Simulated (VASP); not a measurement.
Here is the system:

```xyz
2
Lattice="0.0000 2.3552 2.3552 2.3552 0.0000 2.3552 2.3552 2.3552 0.0000" Properties=species:S:1:pos:R:3 pbc="T T T"
Zr     0.0000     0.0000     0.0000
C      2.3552     2.3552     2.3552
```

Method: TPSS meta-GGA, VASP's PBE PAW potentials (set 64) (plane waves; VASP 6.6.1). Settings: 520 eV cut-off, 15×15×15 Γ-centred mesh, tetrahedra with Blöchl corrections, potentials Zr_sv C.

Task: Give the energies of bands 6 to 11 at the high-symmetry points, in eV from the Fermi level.

Result: 
```tsv
band	Γ	X	U	L	W
6	0.92	-2.17	-3.11	-5.36	-2.65
7	0.92	-1.81	-2.39	-2.94	-2.43
8	0.92	0.01	-1.58	-2.94	-2.43
9	1.08	0.01	1.48	4.50	3.28
10	1.08	4.56	4.86	4.50	3.28
11	1.08	5.64	5.39	5.34	5.65
```

It has no gap at this level: it comes out as a metal or semimetal.

The compound is ZrC in the rock salt structure. It was relaxed first.
